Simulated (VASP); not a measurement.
Level of theory: PBEsol GGA, VASP's PBE PAW potentials (set 64) (plane waves; VASP).

VASP ran on this input.

**INCAR**
```
! general
SYSTEM  = Al2Ga2As4
PREC    = Accurate
ENCUT   = 400
LREAL   = .FALSE.
LASPH   = .TRUE.

! electronic loop
EDIFF   = 1E-7
NELM    = 100
ALGO    = Normal
LMAXMIX = 4

! smearing
ISMEAR  = -5

! functional
GGA     = PS

! ions
ISIF    = 2

! output
LWAVE   = .FALSE.
LCHARG  = .TRUE.
LORBIT  = 11
NEDOS   = 601
```

**POSCAR**
```
Al2Ga2As4
1
    5.6708159299     0.0000000000     0.0000000000
    0.0000000000     5.6708159299     0.0000000000
    0.0000000000     0.0000000000     5.6694807756
Ga As Al
2 4 2
Direct
  0.0000000000   0.0000000000   0.0000000000
  0.5000000000   0.5000000000   0.0000000000
  0.2500000000   0.2500000000   0.2500114206
  0.7500000000   0.7500000000   0.2500114206
  0.7500000000   0.2500000000   0.7499885794
  0.2500000000   0.7500000000   0.7499885794
  0.5000000000   0.0000000000   0.5000000000
  0.0000000000   0.5000000000   0.5000000000
```

**KPOINTS**
```
Regular mesh
0
G
5 5 5
0 0 0
```

POTCAR, in this order: Ga_d As Al (PBE.64 set). Program: vasp_std.

What will the output report for the number of irreducible k-points (NKPTS), number of bands (NBANDS), largest plane-wave count, number of space-group operations, FFT grid (NGX, NGY, NGZ)?

| Quantity | Result |
|---|---|
| number of irreducible k-points (NKPTS) | 18 |
| number of bands (NBANDS) | 31 |
| largest plane-wave count | 3322 |
| number of space-group operations | 8 |
| FFT grid (NGX, NGY, NGZ) | 40 × 40 × 40 |

The structure was generated: Al2Ga2As4 was put into an ordered model structure (P-4m2), which need not be its known phase. It was relaxed first.
